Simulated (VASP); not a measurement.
Data:

```
Hf2Si
1.0
   -3.26389     3.26389     2.57378
    3.26389    -3.26389     2.57378
    3.26389     3.26389    -2.57378
Hf Si
4 2
Cartesian
  1.02153   2.24235   2.57378
  2.24235   1.02153   0.00000
  1.02153   4.28542   0.00000
  2.24235  -1.02153   2.57378
  0.00000   0.00000   3.86068
  0.00000   0.00000   1.28689
```

All values below come from LDA (Ceperley-Alder, Perdew-Zunger), VASP's LDA PAW potentials (set 64) (plane waves; VASP). Run with 300 eV cut-off, 6×6×6 Γ-centred mesh, Fermi-Dirac smearing of 0.050 eV, potentials Hf_pv Si.

At this cut-off the stress carries a Pulay error, which pulls relaxed volumes low.

### Question
Give the stress tensor in GPa (positive for a compressed cell).

### Answer

```
-5.18   0.00   0.00
 0.00  -5.18   0.00
 0.00   0.00  -4.43
```
The pressure is its mean diagonal, -4.93 GPa.

The structure comes from a computed database's Hf2Si entry (I4/mcm); how it stands against other phases isn't given here. The cell was not relaxed at this level.
